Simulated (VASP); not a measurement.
InAs:

```
CELL_PARAMETERS angstrom
0.00000 3.01800 3.01800
3.01800 0.00000 3.01800
3.01800 3.01800 0.00000
ATOMIC_POSITIONS crystal
In 0.00000 0.00000 0.00000
As 0.25000 0.25000 0.25000
```

- Program: VASP 6.6.1
- Task: relaxation of cell and atoms
- Functional: PBEsol
- Potentials or basis: VASP PAW PBE potentials, release 64 (In_d, As)
- Cutoff: 600 eV
- k mesh: 10 × 10 × 10
- Occupations: gaussian, width 0.03 eV
- Spin: no spin polarisation

At the start: pressure 1.6 GPa; volume 27.49 Å³/atom.

Problem. Where does the relaxation end?

Solution. Over 3 steps the energy falls by 3.7 meV/atom and the volume is 28.25 Å³/atom (+2.8 %); space group F-43m (No. 216, to 0.05 Å).

Step by step:
| step | energy change (eV) | largest force (eV/Å) | pressure (GPa) | volume (Å³) |
| --- | --- | --- | --- | --- |
| 1 | 0.0000 | 0.0000 | 1.62 | 54.98 |
| 2 | -0.0059 | 0.0000 | -0.70 | 57.21 |
| 3 | -0.0075 | 0.0000 | 0.01 | 56.49 |

Final structure:
```
In As
1.0
     0.00000    3.04545    3.04545
     3.04545    0.00000    3.04545
     3.04545    3.04545    0.00000
In As
1 1
Cartesian
  0.0000 0.0000 0.0000
  1.5227 1.5227 1.5227
```

Caveat: the PAW data sets were made with another functional, which shifts forces and pressure a little.
